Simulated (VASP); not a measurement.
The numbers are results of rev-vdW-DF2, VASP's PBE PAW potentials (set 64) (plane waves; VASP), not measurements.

VASP ran on this input.

**KPOINTS**
```
Automatic
0
Gamma
  13 13 7
0 0 0
```

**INCAR**
```
# general
SYSTEM   = Sc
PREC     = Accurate
ENCUT    = 520
LREAL    = F   # projection in real space or not
LASPH    = T   # aspherical one-centre terms

# electronic loop
EDIFF    = 1E-7
NELM     = 100   # most electronic steps
ALGO     = Normal   # blocked Davidson
LMAXMIX  = 4   # l cut-off of mixed one-centre charges

# smearing
ISMEAR   = 1
SIGMA    = 0.1   # width (eV)

# functional
GGA      = MK
LUSE_VDW = T
AGGAC    = 0.0
PARAM1   = 0.1234568
PARAM2   = 0.7114
ZAB_VDW  = -1.8867

# ions
IBRION   = 2
NSW      = 30
ISIF     = 4   # ions and shape, fixed volume
EDIFFG   = -0.01   # ionic stop

# output
LWAVE    = F
LCHARG   = F
```

POSCAR:
```
Sc
1
    1.6111071812    -2.7905194111     0.0000000000
    1.6111071812     2.7905194111     0.0000000000
    0.0000000000     0.0000000000     4.9957522190
Sc
2
Direct
  0.3333330000   0.6666670000   0.2500000000
  0.6666670000   0.3333330000   0.7500000000
```

POTCAR, in this order: Sc_sv (PBE.64 set). Program: vasp_std.

Q: What does the run give for the energy per atom (σ→0), band gap (on the k-mesh)?

A: 
```json
{
  "energy per atom (σ→0)": "-3.876 eV/atom",
  "band gap (on the k-mesh)": "none (metal, semimetal or under 0.01 eV)"
}
```

### OSZICAR
```
...
       N       E                     dE             d eps       ncg     rms          rms(c)
DAV:   1    -0.775332483098E+01   -0.33157E-03   -0.51553E-02  2681   0.487E+00    0.148E-01
DAV:   2    -0.775325858096E+01    0.66250E-04   -0.37065E-03  3976   0.101E+00    0.946E-02
DAV:   3    -0.775306109510E+01    0.19749E-03   -0.65222E-04  4634   0.369E-01    0.137E-02
DAV:   4    -0.775305692119E+01    0.41739E-05   -0.31390E-05  3828   0.951E-02    0.677E-03
DAV:   5    -0.775305703215E+01   -0.11097E-06   -0.11311E-06  3468   0.193E-02    0.152E-03
DAV:   6    -0.775305707684E+01   -0.44690E-07   -0.76747E-08  1624   0.501E-03
   3 F= -.77530571E+01 E0= -.77523956E+01  d E =-.293574E-03
```

The compound is Sc in the hcp structure. This cell is one point of a volume scan, at 0.94 of the reference volume. Symmetry was kept, so distortions that lower it aren't found.
